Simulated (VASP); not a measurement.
ZnO (kl):

```
CELL_PARAMETERS angstrom
3.24940 0.00000 0.00000
-1.62470 2.81406 0.00000
0.00000 0.00000 5.20380
ATOMIC_POSITIONS crystal
Zn 0.33333 0.66667 0.00000
Zn 0.66667 0.33333 0.50000
O 0.33333 0.66667 0.38300
O 0.66667 0.33333 0.88300
```

```yaml
Program: VASP 6.6.1
Task: relaxation of cell and atoms
Functional: LDA
Potentials_or_basis: VASP PAW LDA potentials, release 64 (Zn, O)
Cutoff: 600 eV
k_mesh: 9 × 9 × 6
Occupations: gaussian, width 0.02 eV
Spin: no spin polarisation
```

At the start: pressure -6.2 GPa; volume 11.90 Å³/atom.

**Question.** Where does the relaxation end?

**Answer.** Over 13 steps the energy falls by 10.4 meV/atom and the volume is 11.40 Å³/atom (-4.1 %); space group P6_3mc (No. 186, to 0.05 Å).

Step by step:
```
step  energy change (eV)  largest force (eV/Å)  pressure (GPa)  volume (Å³)
   1              0.0000                0.0676           -6.23        47.58
   2             -0.0253                0.0403            4.31        44.47
   3             -0.0402                0.0523           -0.02        45.61
   4             -0.0402                0.0520            0.16        45.57
   5             -0.0406                0.0255            0.14        45.57
   6             -0.0408                0.0167            0.13        45.58
   7             -0.0411                0.0111            0.02        45.60
   8             -0.0414                0.0026           -0.11        45.65
   9             -0.0414                0.0006           -0.19        45.66
  10             -0.0414                0.0035            0.00        45.61
  11             -0.0414                0.0034            0.01        45.61
  12             -0.0414                0.0032            0.00        45.62
  13             -0.0414                0.0009           -0.02        45.62
```

Final structure:
```
CELL_PARAMETERS angstrom
3.19397 0.00000 0.00000
-1.59699 2.76606 0.00000
0.00000 0.00000 5.16324
ATOMIC_POSITIONS crystal
Zn 0.33333 0.66667 0.00227
Zn 0.66667 0.33333 0.50227
O 0.33333 0.66667 0.38073
O 0.66667 0.33333 0.88073
```
